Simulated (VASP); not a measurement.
```yaml
crystal:
  lattice:
    - [4.03684, 0.00000, 0.00000]
    - [0.00000, 4.03684, 0.00000]
    - [0.00000, 0.00000, 4.03684]
  atoms:
    - { symbol: K, position: [0.00000, 0.00000, 0.00000] }
    - { symbol: Mg, position: [0.50000, 0.50000, 0.50000] }
    - { symbol: F, position: [0.50000, 0.00000, 0.50000] }
    - { symbol: F, position: [0.00000, 0.50000, 0.50000] }
    - { symbol: F, position: [0.50000, 0.50000, 0.00000] }
```

Method: optB86b-vdW, VASP's PBE PAW potentials (set 64) (plane waves; VASP 6.6.1). Settings: 520 eV cut-off, 6×6×6 Γ-centred mesh, Gaussian smearing of 0.050 eV, potentials K_sv Mg F.

Q: Predict the energy per atom (σ→0), pressure, band gap (on the k-mesh) with the smallest direct gap where there is one.

A: 
```yaml
band gap (on the k-mesh): 7.09 eV
smallest direct gap (on the k-mesh): 7.41 eV
energy per atom (σ→0): -3.126 eV/atom
pressure: -20.0 kbar
```

The compound is KMgF3 in the cubic perovskite structure. This cell is one point of a volume scan, at 1.03 of the reference volume.
